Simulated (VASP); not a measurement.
Output of a VASP run:

**OSZICAR**
```
       N       E                     dE             d eps       ncg     rms          rms(c)
DAV:   1     0.117046885436E+02    0.11705E+02   -0.47856E+03   880   0.880E+02
DAV:   2    -0.131021015678E+02   -0.24807E+02   -0.23968E+02   864   0.139E+02
DAV:   3    -0.134648683441E+02   -0.36277E+00   -0.36277E+00  1024   0.185E+01
DAV:   4    -0.134654250304E+02   -0.55669E-03   -0.55669E-03   952   0.629E-01
DAV:   5    -0.134654253916E+02   -0.36129E-06   -0.36129E-06  1040   0.132E-02    0.722E+00
DAV:   6    -0.119242005332E+02    0.15412E+01   -0.10049E+01   752   0.224E+01    0.227E+00
DAV:   7    -0.119100785099E+02    0.14122E-01   -0.43318E-02   792   0.256E+00    0.132E+00
DAV:   8    -0.119047842480E+02    0.52943E-02   -0.24149E-02   760   0.237E+00    0.154E-01
DAV:   9    -0.119046980409E+02    0.86207E-04   -0.39299E-04  1056   0.176E-01    0.733E-02
DAV:  10    -0.119048045628E+02   -0.10652E-03   -0.13185E-04   784   0.123E-01    0.535E-03
DAV:  11    -0.119048047277E+02   -0.16493E-06   -0.67520E-07   984   0.815E-03
   1 F= -.11904805E+02 E0= -.11904805E+02  d E =-.918859E-12
```

OUTCAR:
```
------------------------ aborting loop because EDIFF is reached ----------------------------------------
  FORCE on cell =-STRESS in cart. coord.  units (eV):
  Direction    XX          YY          ZZ          XY          YZ          ZX
  --------------------------------------------------------------------------------------
  Total        0.4862460      0.4862460      0.4862460      0.0000000     -0.0000000      0.0000000
  in kB       41.7619054     41.7619054     41.7619054      0.0000000     -0.0000000      0.0000000
  external PRESSURE =      41.7619054 kB  Pullay stress =       0.0000000 kB
  volume of cell :       18.65
      direct lattice vectors                 reciprocal lattice vectors
     0.000000000  2.105000000  2.105000000    -0.237529691  0.237529691  0.237529691
     2.105000000  0.000000000  2.105000000     0.237529691 -0.237529691  0.237529691
     2.105000000  2.105000000  0.000000000     0.237529691  0.237529691 -0.237529691
  FREE ENERGIE OF THE ION-ELECTRON SYSTEM (eV)
  ---------------------------------------------------
  free  energy   TOTEN  =       -11.9048047277 eV

  energy  without entropy=      -11.9048047277  energy(sigma->0) =      -11.90480473
```
(Selected blocks of OUTCAR.)

POSCAR:
```
MgO
1
    0.0000000000     2.1050000000     2.1050000000
    2.1050000000     0.0000000000     2.1050000000
    2.1050000000     2.1050000000     0.0000000000
Mg O
1 1
Direct
  0.0000000000   0.0000000000   0.0000000000
  0.5000000000   0.5000000000   0.5000000000
```

Problem. Reconstruct the remaining input files.

Solution. This is not unique; one that fits is the input of the run itself, PBE GGA, plane waves, VASP's PBE PAW potentials (set 64).

### INCAR
```
! general
SYSTEM=MgO
PREC  =Normal
ENCUT =520   ! plane-wave cut-off (eV)
LREAL =.FALSE.   ! projection in real space or not
LASPH =.TRUE.

! electronic loop
EDIFF =1E-6
NELM  =100   ! most electronic steps
ALGO  =Normal   ! blocked Davidson

! smearing
ISMEAR=0   ! Gaussian
SIGMA =0.05

! functional
GGA   =PE   ! PBE

! ions
ISIF  =2   ! forces and stress, cell fixed

! output
LWAVE =.FALSE.
LCHARG=.FALSE.
```

KPOINTS:
```
Automatic mesh
0
Gamma
10 10 10
0 0 0
```

POTCAR, in this order: Mg O (PBE.64 set). Program: vasp_std.

The compound is MgO in the rock salt structure. The cell was not relaxed at this level. The run is one of a series of settings (PREC = Normal against the base run), some of them coarse on purpose.
